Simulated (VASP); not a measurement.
Computed with HSE06 screened hybrid, VASP's PBE PAW potentials (set 64) (plane waves; VASP).

A VASP calculation is set up with these files.

**INCAR**
```
SYSTEM = GdN
PREC = Accurate; ENCUT = 520; LREAL = F
LASPH = T; ISYM = 3
EDIFF = 1E-6; NELM = 100; ALGO = Normal
LMAXMIX = 6
ISMEAR = 0; SIGMA = 0.05
GGA = PE; LHFCALC = T; AEXX = 0.25
HFSCREEN = 0.2; PRECFOCK = Fast
ISIF = 2
LWAVE = F; LCHARG = F
```

File KPOINTS:
```
Automatic
0
Gamma
2 2 2
```

POSCAR:
```
GdN
3.591820
  0.0000000000   0.7071067036   0.7071067036
  0.7071067036   0.0000000000   0.7071067036
  0.7071067036   0.7071067036   0.0000000000
Gd N
1 1
Cartesian
  0.0000000000   0.0000000000   0.0000000000
  0.7071067036   0.7071067036   0.7071067036
```

POTCAR, in this order: Gd_3 N (PBE.64 set). Program: vasp_std.

What VASP printed:

File OSZICAR:
```
       N       E                     dE             d eps       ncg     rms          rms(c)
DAV:   1    -0.162069901817E+04   -0.16207E+04   -0.71091E+03    66   0.117E+03
DAV:   2    -0.167375347617E+04   -0.53054E+02   -0.50633E+02    74   0.222E+02
DAV:   3    -0.167686465650E+04   -0.31112E+01   -0.26654E+01   102   0.401E+01
DAV:   4    -0.167688541494E+04   -0.20758E-01   -0.20700E-01    84   0.271E+00
DAV:   5    -0.215361099636E+02    0.16553E+04   -0.38227E+00    72   0.194E+01    0.239E+01
DAV:   6    -0.172895611785E+02    0.42465E+01   -0.18866E+01    69   0.283E+01    0.235E+01
DAV:   7    -0.180067302230E+02   -0.71717E+00   -0.22223E+00    69   0.872E+00    0.191E+01
DAV:   8    -0.177848056122E+02    0.22192E+00   -0.70243E-01    69   0.585E+00    0.960E+00
DAV:   9    -0.178728702050E+02   -0.88065E-01   -0.40121E-02    74   0.166E+00    0.525E+00
DAV:  10    -0.178553487228E+02    0.17521E-01   -0.43961E-02    83   0.132E+00    0.377E+00
DAV:  11    -0.178561297819E+02   -0.78106E-03   -0.87805E-03    83   0.587E-01    0.258E+00
DAV:  12    -0.178556430199E+02    0.48676E-03   -0.64752E-04    97   0.254E-01    0.153E+00
DAV:  13    -0.178555674695E+02    0.75550E-04   -0.49421E-04    86   0.176E-01    0.852E-01
DAV:  14    -0.178555661481E+02    0.13213E-05   -0.36568E-05   105   0.687E-02    0.507E-01
DAV:  15    -0.178555652149E+02    0.93327E-06   -0.24942E-05    86   0.422E-02    0.314E-01
DAV:  16    -0.178555727484E+02   -0.75335E-05   -0.74804E-06    86   0.266E-02    0.193E-01
DAV:  17    -0.178555772136E+02   -0.44652E-05   -0.19556E-06    80   0.160E-02    0.115E-01
DAV:  18    -0.178555780701E+02   -0.85649E-06   -0.78496E-07    45   0.102E-02
   1 F= -.17855578E+02 E0= -.17855578E+02  d E =-.293264E-11
```

**OUTCAR**
```
------------------------ aborting loop because EDIFF is reached ----------------------------------------
  FORCE on cell =-STRESS in cart. coord.  units (eV):
  Direction    XX          YY          ZZ          XY          YZ          ZX
  --------------------------------------------------------------------------------------
  Total       -1.6418206     -1.6418206     -1.6418206     -0.0000000      0.0000000     -0.0000000
  in kB      -80.2800686    -80.2800686    -80.2800686     -0.0000000      0.0000000     -0.0000000
  external PRESSURE =     -80.2800686 kB  Pullay stress =       0.0000000 kB
  volume of cell :       32.77
      direct lattice vectors                 reciprocal lattice vectors
     0.000000000  2.539800000  2.539800000    -0.196865895  0.196865895  0.196865895
     2.539800000  0.000000000  2.539800000     0.196865895 -0.196865895  0.196865895
     2.539800000  2.539800000  0.000000000     0.196865895  0.196865895 -0.196865895
 POSITION                                       TOTAL-FORCE (eV/Angst)
 -----------------------------------------------------------------------------------
      0.00000      0.00000      0.00000         0.000000     -0.000000      0.000000
      2.53980      2.53980      2.53980        -0.000000      0.000000     -0.000000
 -----------------------------------------------------------------------------------
    total drift:                               -0.000042     -0.000010     -0.000016
  FREE ENERGIE OF THE ION-ELECTRON SYSTEM (eV)
  ---------------------------------------------------
  free  energy   TOTEN  =       -17.8555780701 eV

  energy  without entropy=      -17.8555780701  energy(sigma->0) =      -17.85557807

  exchange ACFDT corr.  =         0.00000000  see jH, gK, PRB 81, 115126
```
(Selected blocks of OUTCAR.)

The 4f electrons are frozen in the core of the lanthanide potential, so 4f levels, which can set the real gap, and their magnetism are missing.

The compound is GdN in the rock salt structure. The cell was not relaxed at this level. The k-mesh is coarse (spacing up to 1.07 per Å, 2π included), so the numbers may not be converged in it.
